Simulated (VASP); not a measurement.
# Lattice of Nickel, functional by functional, part 3 of 3

How much does the relaxed cell of Nickel depend on the functional? The starting structure is a measured crystal structure from the Crystallography Open Database. The first relaxation on each setting starts from this cell expanded by 3 % in volume.

VASP 6.6.1.

Results so far: PBEsol 10.37 Å³ an atom; LDA 10.02 Å³ an atom; PBE 10.88 Å³ an atom; PBEsol + D3(BJ) 10.07 Å³ an atom; r2SCAN 10.52 Å³ an atom; r2SCAN + rVV10 10.42 Å³ an atom.

### 8. Relaxation with vdW-DF-cx (continued)

Level of this step: vdW-DF-cx, spin-polarised from a ferromagnetic start (one magnetic atom a cell); plane waves and PAW (Ni) (VASP).

Parts of OUTCAR (step 8):

```text
  Total        0.0044423      0.0044423      0.0044423      0.0000000      0.0000000      0.0000000
  in kB        0.6808325      0.6808325      0.6808325      0.0000000      0.0000000      0.0000000
  external PRESSURE =       0.6808325 kB  Pullay stress =       0.0000000 kB

  FREE ENERGIE OF THE ION-ELECTRON SYSTEM (eV)
  ---------------------------------------------------
  free  energy   TOTEN  =        -3.0365131206 eV

  energy  without entropy=       -3.0362776029  energy(sigma->0) =       -3.03643461

 magnetization (x)
# of ion       s       p       d       tot
------------------------------------------
    1       -0.006  -0.024   0.666   0.636

[... 3 parts as in an earlier step ...]

[... 2 further parts left out ...]
[key lines of the parts left out:]
E-fermi :   9.7772
```

With vdW-DF-cx the relaxed cell holds 10.454 Å³ an atom, -4.45 % against the measured cell, with a = 3.471 Å. That is +0.79 % from PBEsol.

### 9. Relaxation with RPBE

RPBE by itself binds more weakly than PBE and expands cells.

INCAR

```
SYSTEM = Ni
PREC = Accurate
ENCUT = 450
EDIFF = 1E-06
NELM = 100
ISMEAR = 1
SIGMA = 0.15
LREAL = .FALSE.
ALGO = Normal
GGA = RP
NBANDS = 11
ISPIN = 2
MAGMOM = 1
LMAXMIX = 4
LORBIT = 11
LWAVE = .FALSE.
LCHARG = .FALSE.
KPAR = 4
IBRION = 2
NSW = 50
ISIF = 3
EDIFFG = -0.006
```

POSCAR

```
Ni
1.0
    0.0000000000      1.7794466792      1.7794466792
    1.7794466792      0.0000000000      1.7794466792
    1.7794466792      1.7794466792      0.0000000000
Ni
1
Direct
    0.0000000000      0.0000000000      0.0000000000
```

KPOINTS

```
Automatic mesh
0
Gamma
22 22 22
0 0 0
```

PAW data sets: Ni (PBE family, release 64).

On the command line:

```
> mpirun -np 4 vasp_std
```

Log:

```text
[... set-up lines as in an earlier step ...]
 entering main loop
       N       E                     dE             d eps       ncg     rms          rms(c)
DAV:   1     0.266810780185E+02    0.26681E+02   -0.42355E+03 14989   0.103E+03
DAV:   2    -0.505048581766E+01   -0.31732E+02   -0.29912E+02 15013   0.159E+02
DAV:   3    -0.586541359117E+01   -0.81493E+00   -0.81045E+00 16283   0.301E+01
DAV:   4    -0.587225190243E+01   -0.68383E-02   -0.68364E-02 16097   0.243E+00
[...]
DAV:  10    -0.494914655387E+01    0.43544E-03   -0.56066E-04 19727   0.187E-01    0.301E-02
DAV:  11    -0.494914614492E+01    0.40895E-06   -0.26642E-05 17834   0.400E-02    0.343E-02
DAV:  12    -0.494914536638E+01    0.77853E-06   -0.11588E-06 10988   0.108E-02
   1 F= -.49491454E+01 E0= -.49491240E+01  d E =-.494915E+01  mag=     0.6485
[...]
N       E                     dE             d eps       ncg     rms          rms(c)
DAV:   1    -0.496975888734E+01   -0.20613E-01   -0.28816E-01 16901   0.788E+00    0.122E+00
[...]
DAV:   7    -0.494922285562E+01    0.13954E-05   -0.16077E-06  8669   0.187E-02    0.188E-03
DAV:   8    -0.494922272123E+01    0.13439E-06   -0.48445E-08  7513   0.211E-03
   2 F= -.49492227E+01 E0= -.49492197E+01  d E =-.773548E-04  mag=     0.6477
 trial-energy change:   -0.000077  1 .order   -0.000062   -0.000752    0.000629
 step:   0.5615(harm=  0.5447)  dis= 0.00000  next Energy=    -4.949359 (dE=-0.214E-03)
[...]
N       E                     dE             d eps       ncg     rms          rms(c)
DAV:   1    -0.495330863067E+01   -0.40858E-02   -0.55660E-02 16904   0.349E+00    0.535E-01
DAV:   2    -0.495080979331E+01    0.24988E-02   -0.59282E-02 17267   0.312E+00    0.316E-01
DAV:   3    -0.494943753289E+01    0.13723E-02   -0.95490E-03 16979   0.133E+00    0.851E-02
DAV:   4    -0.494936880176E+01    0.68731E-04   -0.46795E-05 16267   0.519E-02    0.483E-02
DAV:   5    -0.494935639103E+01    0.12411E-04   -0.26847E-05 19769   0.343E-02    0.907E-03
DAV:   6    -0.494935751266E+01   -0.11216E-05   -0.40814E-07  7835   0.519E-03    0.493E-03
DAV:   7    -0.494935828082E+01   -0.76816E-06   -0.19413E-07  7450   0.698E-03
   3 F= -.49493583E+01 E0= -.49493476E+01  d E =-.212914E-03  mag=     0.6481
[...]
reached required accuracy - stopping structural energy minimisation
```

Run time: 15 s. Hardware: 4 MPI ranks of Intel Xeon 6975P-C (Granite Rapids), shared host; peak memory 0.64 GiB; 56 s of CPU time.

Parts of OUTCAR (step 9):

```text
  Total        0.0027143      0.0027143      0.0027143     -0.0000000     -0.0000000      0.0000000
  in kB        0.3881715      0.3881715      0.3881715     -0.0000000     -0.0000000      0.0000000
  external PRESSURE =       0.3881715 kB  Pullay stress =       0.0000000 kB

 POSITION                                       TOTAL-FORCE (eV/Angst)
 -----------------------------------------------------------------------------------
      0.00000      0.00000      0.00000         0.000000     -0.000000     -0.000000
 -----------------------------------------------------------------------------------
    total drift:                               -0.000000     -0.000000     -0.000000

  FREE ENERGIE OF THE ION-ELECTRON SYSTEM (eV)
  ---------------------------------------------------
  free  energy   TOTEN  =        -4.9493582808 eV

  energy  without entropy=       -4.9493260974  energy(sigma->0) =       -4.94934755

 magnetization (x)
# of ion       s       p       d       tot
------------------------------------------
    1       -0.007  -0.027   0.698   0.664

[... 2 parts as in an earlier step ...]

[... 2 further parts left out ...]
[key lines of the parts left out:]
E-fermi :   9.1312
```

With RPBE the relaxed cell holds 11.203 Å³ an atom, +2.40 % against the measured cell, with a = 3.552 Å. That is +8.01 % from PBEsol.

### 10. Comparison

```csv
level,volume (Å³/atom),against the measured cell (%),a (Å),pressure left (GPa),core minutes
PBEsol,10.372,-5.2,3.4618,0.03,2.49
LDA,10.015,-8.46,3.4217,0.0,2.2
PBE,10.876,-0.6,3.517,0.03,1.92
PBEsol + D3(BJ),10.07,-7.96,3.428,0.09,2.27
r2SCAN,10.519,-3.85,3.4781,-0.07,9.07
r2SCAN + rVV10,10.421,-4.75,3.4673,0.0,14.3
vdW-DF-cx,10.454,-4.45,3.4709,0.07,5.33
RPBE,11.203,2.4,3.5519,0.04,0.973
```

Core minutes are wall time times ranks, summed over the relaxations behind a row (those for a bulk modulus apart), on shared hosts.

### 11. Summary of results

```yaml
volume_pbesol: 10.37 Å³/atom
volume_lda: 10.02 Å³/atom
volume_pbe: 10.88 Å³/atom
volume_pbesol_d3_bj: 10.07 Å³/atom
volume_r2scan: 10.52 Å³/atom
volume_r2scan_rvv10: 10.42 Å³/atom
volume_vdw_df_cx: 10.45 Å³/atom
volume_rpbe: 11.20 Å³/atom
```

In words: Across 8 levels the volume of Nickel spans 11.9 %, from 10.02 Å³ an atom (LDA) to 11.20 Å³ (RPBE). Against the measured volume of the starting structure, PBE comes nearest (-0.6 %) and LDA lies farthest (-8.5 %). The measured cell holds zero-point expansion and, unless it was taken cold, thermal expansion, which the runs lack, so small differences decide nothing. Adding D3(BJ) to PBEsol changes the volume by -2.9 %. Adding rVV10 to r2SCAN changes the volume by -0.9 %. LASPH is on in some of these runs and off in others, which adds a little to the differences. All runs keep the symmetry of the start, so they can't find a distortion of lower symmetry. Further runs on this material are not shown.

[Lines on the potential files, build, host, timing and source positions are cut from VASP's logs without a mark.]

[Logs are printed without paths, hosts, clocks, repeated set-up lines and the standing remarks that a program may print on its own settings, such as how far it seeks lower states.]

[Hosts, paths, dates, database ids (printed as entryN), source tags and the programs' standing remarks are cut or masked in the printed files.]
